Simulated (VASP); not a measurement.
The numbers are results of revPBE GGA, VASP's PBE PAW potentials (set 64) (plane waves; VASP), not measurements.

A VASP calculation is set up with these files.

**INCAR**
```
SYSTEM = Ta
PREC = Accurate
ENCUT = 520
EDIFF = 1E-7
NELM = 100
ALGO = Normal
LREAL = .FALSE.
LASPH = .TRUE.
ISMEAR = 1
SIGMA = 0.1
GGA = RE
LMAXMIX = 6
LWAVE = .FALSE.
LCHARG = .FALSE.
ISIF = 2
```

### KPOINTS
```
Automatic mesh
0
Gamma
15 15 15
0 0 0
```

**POSCAR**
```
Ta
1
   -1.6828177666     1.6828177666     1.6828177666
    1.6828177666    -1.6828177666     1.6828177666
    1.6828177666     1.6828177666    -1.6828177666
Ta
1
Direct
  0.0000000000   0.0000000000   0.0000000000
```

POTCAR, in this order: Ta_pv (PBE.64 set). Program: vasp_std.

The resulting files:

File OSZICAR:
```
       N       E                     dE             d eps       ncg     rms          rms(c)
DAV:   1     0.455644258979E+02    0.45564E+02   -0.66671E+03  2160   0.116E+03
DAV:   2    -0.112200124374E+02   -0.56784E+02   -0.55829E+02  2807   0.242E+02
DAV:   3    -0.118872700766E+02   -0.66726E+00   -0.65383E+00  2499   0.263E+01
DAV:   4    -0.118912829926E+02   -0.40129E-02   -0.40014E-02  2448   0.176E+00
DAV:   5    -0.118913096361E+02   -0.26643E-04   -0.26642E-04  2429   0.119E-01    0.120E+01
DAV:   6    -0.115123367711E+02    0.37897E+00   -0.45170E-01  2238   0.814E+00    0.572E+00
DAV:   7    -0.114032044587E+02    0.10913E+00   -0.36456E-01  2267   0.689E+00    0.393E-01
DAV:   8    -0.114023732850E+02    0.83117E-03   -0.48535E-03  2297   0.890E-01    0.171E-01
DAV:   9    -0.114023251922E+02    0.48093E-04   -0.32253E-04  2308   0.221E-01    0.353E-02
DAV:  10    -0.114023175743E+02    0.76180E-05   -0.45736E-06  2400   0.316E-02    0.635E-03
DAV:  11    -0.114023179146E+02   -0.34028E-06   -0.10823E-07  1894   0.485E-03    0.104E-03
DAV:  12    -0.114023178929E+02    0.21609E-07   -0.52637E-09  1130   0.102E-03
   1 F= -.11402318E+02 E0= -.11402119E+02  d E =-.596183E-03
```

File OUTCAR:
```
------------------------ aborting loop because EDIFF is reached ----------------------------------------
  FORCE on cell =-STRESS in cart. coord.  units (eV):
  Direction    XX          YY          ZZ          XY          YZ          ZX
  --------------------------------------------------------------------------------------
  Total       -0.6283839     -0.6283839     -0.6283839      0.0000000      0.0000000     -0.0000000
  in kB      -52.8158602    -52.8158602    -52.8158602      0.0000000      0.0000000     -0.0000000
  external PRESSURE =     -52.8158602 kB  Pullay stress =       0.0000000 kB
  volume of cell :       19.06
      direct lattice vectors                 reciprocal lattice vectors
    -1.682817767  1.682817767  1.682817767     0.000000000  0.297120704  0.297120704
     1.682817767 -1.682817767  1.682817767     0.297120704  0.000000000  0.297120704
     1.682817767  1.682817767 -1.682817767     0.297120704  0.297120704  0.000000000
 POSITION                                       TOTAL-FORCE (eV/Angst)
 -----------------------------------------------------------------------------------
      0.00000      0.00000      0.00000         0.000000      0.000000     -0.000000
 -----------------------------------------------------------------------------------
    total drift:                               -0.000000      0.000000      0.000000
  FREE ENERGIE OF THE ION-ELECTRON SYSTEM (eV)
  ---------------------------------------------------
  free  energy   TOTEN  =       -11.4023178929 eV

  energy  without entropy=      -11.4017217101  energy(sigma->0) =      -11.40211917
```
(Selected blocks of OUTCAR.)

The compound is Ta in the bcc structure. This cell is one point of a volume scan, at 1.03 of the reference volume.
